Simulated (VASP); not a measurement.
# BaAlSn (P-6m2) in VASP: single point with LDA

Aim: the single point of BaAlSn with LDA.

Program: VASP 6.6.1. These are calculated values, not measurements. Logs are shortened: lines on timing, memory, paths and dates and some standing lists are left out, and cuts for length are marked.

### Step 1. The crystal as given

The structure is hexagonal, space group P-6m2 (No. 187). Conventional cell: a = 4.697 Å, b = 4.697 Å, c = 5.177 Å, α = 90.00°, β = 90.00°, γ = 120.00°. Ba (site symmetry -6m2) is surrounded by 6 Al at 3.75 Å and 6 Sn at 3.75 Å. Around Al (site symmetry -6m2) lie 3 Sn at 2.71 Å. Around Sn (site symmetry -6m2) lie 3 Al at 2.71 Å.

The cell comes from a database or a generator and needn't be the stable form of this composition.

### Step 2. Single point, LDA

Input file INCAR:

```
PREC = Accurate
ENCUT = 520
EDIFF = 1E-6
ISMEAR = -1
SIGMA = 0.15
LREAL = False
LASPH = True
NELM = 100
ALGO = Fast
ISIF = 2
LWAVE = False
LCHARG = True
LELF = True
LVHAR = True
NBANDS = 20
```

Input file KPOINTS:

```
Automatic mesh
0
Gamma
  6 6 5
```

Input file POSCAR:

```
BaAlSn
1.0
    4.6965040000      0.0000000000      0.0000000000
   -2.3482520000      4.0672920000      0.0000000000
    0.0000000000      0.0000000000      5.1774440000
Ba Al Sn
1 1 1
Direct
    0.6666670000      0.3333330000      0.0000000000
    0.0000000000      0.0000000000      0.5000000000
    0.3333330000      0.6666670000      0.5000000000
```

Potentials or basis: VASP PAW LDA potentials, release 64 (Ba_sv, Al, Sn_d).

Run with:

```console
> cat potpaw_LDA.64/Ba_sv/POTCAR potpaw_LDA.64/Al/POTCAR potpaw_LDA.64/Sn_d/POTCAR > POTCAR
> mpirun -np 1 vasp_std > vasp.out
```

OUTCAR:

```text
PREC = Accurate
   ENCUT = 520
   EDIFF = 1E-6
   ISMEAR = -1
   LREAL = False
   LASPH = True
   NELM = 100
   ISIF = 2

 ion  position               nearest neighbor table
   1  0.667  0.333  0.000-   2 3.75   2 3.75   3 3.75   3 3.75   3 3.75   3 3.75   2 3.75   2 3.75
                             2 3.75   2 3.75   3 3.75   3 3.75
   2  0.000  0.000  0.500-   3 2.71   3 2.71   3 2.71   1 3.75   1 3.75   1 3.75   1 3.75   1 3.75
                             1 3.75
   3  0.333  0.667  0.500-   2 2.71   2 2.71   2 2.71   1 3.75   1 3.75   1 3.75   1 3.75   1 3.75
                             1 3.75

  LATTYP: Found a hexagonal cell.
 ALAT       =     4.6965040000
 C/A-ratio  =     1.1024038306

  Lattice vectors:

 A1 = (   4.6965040000,   0.0000000000,   0.0000000000)
 A2 = (  -2.3482520000,   4.0672920000,   0.0000000000)
 A3 = (   0.0000000000,   0.0000000000,   5.1774440000)

Analysis of symmetry for initial positions (statically):
=====================================================================
 Subroutine PRICEL returns:
 Original cell was already a primitive cell.

 Routine SETGRP: Setting up the symmetry group for a
 hexagonal supercell.

 Subroutine GETGRP returns: Found 12 space group operations
 (whereof 12 operations were pure point group operations)
 out of a pool of 24 trial point group operations.

The static configuration has the point symmetry D_3h.

Analysis of symmetry for dynamics (positions and initial velocities):
=====================================================================
 Subroutine PRICEL returns:
 Original cell was already a primitive cell.

 Routine SETGRP: Setting up the symmetry group for a
 hexagonal supercell.

 Subroutine GETGRP returns: Found 12 space group operations
 (whereof 12 operations were pure point group operations)
 out of a pool of 24 trial point group operations.

The dynamic configuration has the point symmetry D_3h.

 Subroutine INISYM returns: Found 12 space group operations
 (whereof 12 operations are pure point group operations),
 and found     1 'primitive' translations

----------------------------------------------------------------------------------------

                                     Primitive cell

  volume of cell :      98.8998

  direct lattice vectors                    reciprocal lattice vectors
     4.696504000  0.000000000  0.000000000     0.212924337  0.122931916  0.000000000
    -2.348252000  4.067292000  0.000000000     0.000000000  0.245863833  0.000000000
     0.000000000  0.000000000  5.177444000     0.000000000  0.000000000  0.193145498

  length of vectors
     4.696504000  4.696504197  5.177444000     0.245863843  0.245863833  0.193145498
[... 75 lines left out ...]
   LSORBIT =      F    spin-orbit coupling
   LASPH  =      T    aspherical Exc in radial PAW
   ENCUT  =  520.0 eV  38.22 Ry    6.18 a.u.   8.73  8.73  9.63*2*pi/ulx,y,z
   NELM   =    100;   NELMIN=  2; NELMDL= -5     # of ELM steps
   EDIFF  = 0.1E-05   stopping-criterion for ELM
   LREAL  =      F    real-space projection
[... 7 lines left out ...]
   TEBEG  =    0.0;   TEEND  =   0.0 temperature during run
   PSTRESS=    0.0 pullay stress
   NELECT =      27.0000    total number of electrons
   NUPDOWN=      -1.0000    fix difference up-down
   EMIN   =  10.00;   EMAX   =-10.00  energy-range for DOS
   EFERMI =   0.00;   METHOD = LEGACY
   ISMEAR =    -1;   SIGMA  =   0.15  broadening in eV -4-tet -1-fermi 0-gaus
   EFERMI_NEDOS =   21; number of points for ismear=-14 and -15
   IALGO  =     68    algorithm
   IMIX   =      4    mixing-type and parameters
     AMIX     =   0.40;   BMIX     =  1.00
     AMIX_MAG =   1.60;   BMIX_MAG =  1.00
  volume/ion in A,a.u.               =      32.97       222.47
  Fermi-wavevector in a.u.,A,eV,Ry     =   1.062016  2.006919 15.345703  1.127877
  Thomas-Fermi vector in A             =   2.197452
   LORBIT       =      0    0 simple, 1 ext, 2 COOP (PROOUT), +10 PAW based schemes
   GGA     = CA    functional components
   LHFCALC =     F    Hartree Fock is set to
   AEXX    =    0.0000 exact exchange contribution
   IVDW    =     0    specifies the selected vdW correction
   LEPSILON=     F    determine dielectric tensor
   LRPA    =     F    only Hartree local field effects (RPA)
 non-spin polarized calculation
 RMM-DIIS sequential band-by-band and
  energy-cutoff  :      520.00
  volume of cell :       98.90
 maximum number of plane-waves:      2696
 NGX is ok and might be reduce to    36
   NGX = 17   NGY = 17   NGZ = 19

 number of electron      27.0000002 magnetization

 Free energy of the ion-electron system (eV)
  ---------------------------------------------------
  ext. energy  EPLUGINS =         0.00000000
  ---------------------------------------------------
  free energy    TOTEN  =       -12.43165759 eV

  energy without entropy =      -12.31767305  energy(sigma->0) =      -12.37466532

 E-fermi :   4.1316     XC(G=0):  -9.1396

 val. band max:        4.0918109615   @ k =   0.3333   0.1667   0.2000
 cond. band min:       4.1537825034   @ k =   0.0000   0.0000   0.4000
 fundamental gap:      0.0619715419
 Fermi energy:         4.1316105901

 k-point     1 :       0.0000    0.0000    0.0000
  band No.  band energies     occupation
      1     -23.8615      2.00000
      2     -16.9240      2.00000
      3     -16.9240      2.00000
      4     -16.8723      2.00000
      5     -16.8616      2.00000
      6     -16.8616      2.00000
[... 472 lines left out ...]
     19       8.3352      0.00000
     20       8.3620      0.00000

------------------------ aborting loop because EDIFF is reached ----------------------------------------

  FORCE on cell =-STRESS in cart. coord.  units (eV):
  Direction    XX          YY          ZZ          XY          YZ          ZX
  --------------------------------------------------------------------------------------
  -------------------------------------------------------------------------------------
  Total       -1.8458857     -1.8458859     -1.5722683      0.0000000      0.0000000      0.0000000
  in kB      -29.9033556    -29.9033589    -25.4707523      0.0000000      0.0000000      0.0000000
  external PRESSURE =     -28.4258223 kB  Pullay stress =       0.0000000 kB

 VOLUME and BASIS-vectors are now :
 -----------------------------------------------------------------------------
  energy-cutoff  :      520.00
  volume of cell :       98.90
      direct lattice vectors                 reciprocal lattice vectors
     4.696504000  0.000000000  0.000000000     0.212924337  0.122931916  0.000000000
    -2.348252000  4.067292000  0.000000000     0.000000000  0.245863833  0.000000000
     0.000000000  0.000000000  5.177444000     0.000000000  0.000000000  0.193145498

 POSITION                                       TOTAL-FORCE (eV/Angst)
 -----------------------------------------------------------------------------------
      2.34825      1.35576      0.00000         0.000000      0.000000      0.000000
      0.00000      0.00000      2.58872         0.000000     -0.000000      0.000000
     -0.00000      2.71153      2.58872        -0.000000      0.000000      0.000000
 -----------------------------------------------------------------------------------
    total drift:                                0.000082     -0.000048      0.000000

  FREE ENERGIE OF THE ION-ELECTRON SYSTEM (eV)
  ---------------------------------------------------
  free  energy   TOTEN  =       -12.4316575942 eV

  energy  without entropy=      -12.3176730500  energy(sigma->0) =      -12.37466532
```

OSZICAR:

```text
N       E                     dE             d eps       ncg     rms          rms(c)
DAV:   1     0.217959727393E+03    0.21796E+03   -0.12414E+04   840   0.141E+03
DAV:   2     0.104557181863E+02   -0.20750E+03   -0.19988E+03   888   0.368E+02
DAV:   3    -0.111685019739E+02   -0.21624E+02   -0.21420E+02  1008   0.115E+02
DAV:   4    -0.125329965656E+02   -0.13645E+01   -0.13603E+01  1448   0.235E+01
DAV:   5    -0.125494314555E+02   -0.16435E-01   -0.16429E-01  1016   0.224E+00    0.408E+00
RMM:   6    -0.124663712120E+02    0.83060E-01   -0.48328E-02  1110   0.205E+00    0.239E+00
RMM:   7    -0.124307184627E+02    0.35653E-01   -0.88483E-02  1139   0.247E+00    0.261E-01
RMM:   8    -0.124308944851E+02   -0.17602E-03   -0.12420E-02  1233   0.779E-01    0.546E-02
RMM:   9    -0.124314878624E+02   -0.59338E-03   -0.62917E-03  1399   0.365E-01    0.767E-02
RMM:  10    -0.124316026503E+02   -0.11479E-03   -0.12209E-03  1426   0.146E-01    0.678E-02
RMM:  11    -0.124316380682E+02   -0.35418E-04   -0.55362E-04  1328   0.723E-02    0.421E-02
RMM:  12    -0.124316449547E+02   -0.68865E-05   -0.19676E-04  1219   0.693E-02    0.159E-02
RMM:  13    -0.124316499282E+02   -0.49735E-05   -0.86547E-05  1148   0.313E-02    0.837E-03
RMM:  14    -0.124316537966E+02   -0.38684E-05   -0.46600E-05  1113   0.196E-02    0.374E-03
RMM:  15    -0.124316559841E+02   -0.21874E-05   -0.21456E-05   968   0.123E-02    0.340E-03
RMM:  16    -0.124316571089E+02   -0.11249E-05   -0.11953E-05   909   0.870E-03    0.266E-03
RMM:  17    -0.124316575942E+02   -0.48525E-06   -0.55016E-06   925   0.935E-03
   1 F= -.12431658E+02 E0= -.12374665E+02  d E =-.113985E+00
```

Wall time 31 s (1 thread of Intel Xeon Platinum 8559C (Emerald Rapids), shared host); peak memory 0.21 GiB.

What came out:

- Free energy: -12.4317 eV
- Pressure: -2.8 GPa
- Band gap on the k mesh: none (metal or under the smearing width)
